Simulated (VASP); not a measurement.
An input for Ansatz (written as the equivalent of a VASP run, and not itself run):

Ansatz 0.2 input:
```yaml
crystal:
  lattice:
    - [0.0000000, 2.7784485, 2.7784485]
    - [2.7784485, 0.0000000, 2.7784485]
    - [2.7784485, 2.7784485, 0.0000000]
  atoms:
    - { symbol: Na, position: [0.0000000, 0.0000000, 0.0000000] }
    - { symbol: Cl, position: [0.5000000, 0.5000000, 0.5000000] }
kpoints:
  mp_grid: { grid: [7, 7, 7] }
hamiltonian:
  xc: r2scan
  dispersion: rvv10
  pseudopotentials: { kind: paw }
scf:
  occupations: { method: gaussian, width: 0.05 }
  max_iter: 100
relax:
  max_steps: 60
  f_tol: 0.01
  cell: {}
output: { forces: true, stress: true, eigenvalues: true }
```

### Question
Write the VASP files for the same calculation (r2SCAN+rVV10).

### Answer
One answer among several that fit: 
File POSCAR:
```
NaCl
1
    0.0000000000     2.7784484607     2.7784484607
    2.7784484607     0.0000000000     2.7784484607
    2.7784484607     2.7784484607     0.0000000000
Na Cl
1 1
Direct
  0.0000000000   0.0000000000   0.0000000000
  0.5000000000   0.5000000000   0.5000000000
```

KPOINTS:
```
Automatic mesh
0
Gamma
7 7 7
0 0 0
```

### INCAR
```
ALGO = Normal
BPARAM = 11.95
CPARAM = 0.0093
EDIFF = 1E-6
EDIFFG = -0.01
ENCUT = 520
IBRION = 2
ISIF = 3
ISMEAR = 0
LASPH = .True.
LCHARG = .False.
LMIXTAU = .True.
LREAL = .False.
LUSE_VDW = .True.
LWAVE = .False.
METAGGA = R2SCAN
NELM = 100
NSW = 60
PREC = Accurate
SIGMA = 0.05
SYSTEM = NaCl
```

POTCAR, in this order: Na_pv Cl (PBE.64 set). Program: vasp_std.

What does not carry over: each code has its own PAW files, so the cut-off isn't converted (ENCUT is set for VASP's; basis.ecutwfc is left out, and Ansatz then takes the one that its files recommend); Ansatz stops its SCF on the density residual and VASP on the energy change (EDIFF).

The compound is NaCl in the rock salt structure. It was relaxed first. The start is the result of an earlier pass.
